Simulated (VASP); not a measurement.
Here is a VASP 6.6.1 calculation.

File INCAR:

```
PREC = Accurate
ENCUT = 520
EDIFF = 1E-6
ISMEAR = -1
SIGMA = 0.05
LREAL = False
LASPH = True
NELM = 100
ALGO = Normal
ISIF = 2
LWAVE = False
LCHARG = False
ISPIN = 2
MAGMOM = 0 0 4 1 0 0 0 0 0 0
LORBIT = 11
LMAXMIX = 6
GGA = PE
NBANDS = 56
KPAR = 4
```

The input KPOINTS:

```
regular mesh
0
Gamma
  6 6 5
```

POSCAR

```
NaLaMnMoO6
1.0
    5.1093400000     -0.0066900000      0.0105600000
   -0.2394500000      5.6892500000      0.0070300000
   -0.9289900000     -2.8254200000      5.1188400000
Na La Mn Mo O
1 1 1 1 6
Direct
    0.4077600000      0.3808600000      0.0751900000
    0.0369000000      0.6632500000      0.6859800000
    0.4427100000      0.0426800000      0.4063800000
    0.9025100000      0.9638700000      0.3044200000
    0.7362700000      0.6956900000      0.9941700000
    0.7228800000      0.9184600000      0.5529900000
    0.7011200000      0.2736800000      0.3729200000
    0.1922400000      0.7532500000      0.3666000000
    0.1792600000      0.0336500000      0.1167200000
    0.2003400000      0.2746200000      0.6319700000
```

The input KPOINTS_OPT:

```
path XGY,LGZ,NGM,RG
20
line-mode
reciprocal
 0.5000000000  0.0000000000  0.0000000000  X
 0.0000000000  0.0000000000  0.0000000000  G

 0.0000000000  0.0000000000  0.0000000000  G
 0.0000000000 -0.5000000000  0.0000000000  Y

 0.5000000000 -0.5000000000  0.0000000000  L
 0.0000000000  0.0000000000  0.0000000000  G

 0.0000000000  0.0000000000  0.0000000000  G
 0.0000000000  0.5000000000 -0.5000000000  Z

 0.5000000000  0.5000000000 -0.5000000000  N
 0.0000000000  0.0000000000  0.0000000000  G

 0.0000000000  0.0000000000  0.0000000000  G
 0.0000000000  0.0000000000 -0.5000000000  M

 0.5000000000  0.0000000000 -0.5000000000  R
 0.0000000000  0.0000000000  0.0000000000  G
```

Potentials or basis: VASP PAW PBE potentials, release 64 (Na_pv, La, Mn_pv, Mo_sv, O).

Command:

```console
$ cat potpaw_PBE.64/Na_pv/POTCAR potpaw_PBE.64/La/POTCAR potpaw_PBE.64/Mn_pv/POTCAR potpaw_PBE.64/Mo_sv/POTCAR potpaw_PBE.64/O/POTCAR > POTCAR
$ mpirun -np 4 vasp_std > vasp.out
```

Q: Estimate the pressure.

A: 0.2 GPa.

Q: Predict the site moments.

A: Na +0.00; La +0.02; Mn +3.03; Mo -0.31; O +0.02, +0.00, -0.00, +0.01, +0.07 μB.

Q: What does it give for the band gap along the path?

A: 0.85 eV, indirect (least direct gap 1.09 eV).

Forces in eV/Å, atoms in the order of the input:
```
Na   0.000  0.001 -0.001
La  -0.001 -0.006 -0.007
Mn  -0.029  0.011 -0.002
Mo   0.055  0.035  0.043
O   -0.022 -0.030 -0.082
O    0.035 -0.088  0.064
O    0.026  0.092  0.005
O   -0.016 -0.074  0.006
O   -0.006  0.019 -0.060
O   -0.041  0.039  0.035
```

Caveat: spin-orbit coupling is left out, which moves the levels of the heavy elements; a cell with one magnetic atom can't hold antiferromagnetic order, which such compounds often take. PBE gaps usually lie below the measured ones, often by a third to a half.
